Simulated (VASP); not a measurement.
VASP ran on this input.

### KPOINTS
```
Automatic mesh
0
G
7 7 7
0 0 0
```

INCAR:
```
ALGO = Normal
EDIFF = 1E-6
EDIFFG = -0.02
ENCUT = 620
GGA = PE
IBRION = 2
ISIF = 3
ISMEAR = 0
LASPH = .TRUE.
LCHARG = .FALSE.
LMAXMIX = 4
LREAL = .FALSE.
LWAVE = .FALSE.
NELM = 100
NSW = 40
PREC = Accurate
PSTRESS = 100
SIGMA = 0.05
SYSTEM = CdF2
```

POSCAR:
```
CdF2
1.0
  0.0000000000   2.6664715063   2.6664715063
  2.6664715063   0.0000000000   2.6664715063
  2.6664715063   2.6664715063   0.0000000000
Cd F
1 2
Cart
  0.0000000000   0.0000000000   0.0000000000
  1.3332357532   1.3332357532   1.3332357532
  3.9997072595   3.9997072595   3.9997072595
```

POTCAR, in this order: Cd F (PBE.64 set). Program: vasp_std.

**Question.** Write an equivalent input for Quantum ESPRESSO's pw.x.

**Answer.** One equivalent input (not run):
```
&CONTROL
  calculation = 'vc-relax'
  pseudo_dir = './pseudo'
  outdir = './out'
  tprnfor = .true.
  tstress = .true.
  nstep = 40
  forc_conv_thr = 0.00078
/
&SYSTEM
  ibrav = 0
  nat = 3
  ntyp = 2
  ecutwfc = 102
  occupations = 'smearing'
  smearing = 'gaussian'
  degauss = 0.003675
  input_dft = 'pbe'
/
&ELECTRONS
  conv_thr = 7.3e-08
  electron_maxstep = 100
/
&IONS
/
&CELL
  press = 100
/
ATOMIC_SPECIES
  Cd 112.414 Cd.upf
  F 18.998 F.upf
CELL_PARAMETERS angstrom
     0.0000000    2.6664715    2.6664715
     2.6664715    0.0000000    2.6664715
     2.6664715    2.6664715   -0.0000000
ATOMIC_POSITIONS crystal
  Cd   0.0000000  0.0000000  0.0000000
  F    0.2500000  0.2500000  0.2500000
  F    0.7500000  0.7500000  0.7500000
K_POINTS automatic
  7 7 7 0 0 0
```
What does not carry over: the potentials are each code's own (VASP's PAW set, PseudoDojo norm-conserving files in pw.x), so ENCUT and ecutwfc are chosen apart and not converted; conv_thr bounds pw.x's estimated SCF error, while EDIFF bounds the energy change between steps; forc_conv_thr acts on force components and is met together with etot_conv_thr.

The compound is CdF2 in the fluorite structure. It was relaxed first under an external pressure of 10 GPa.
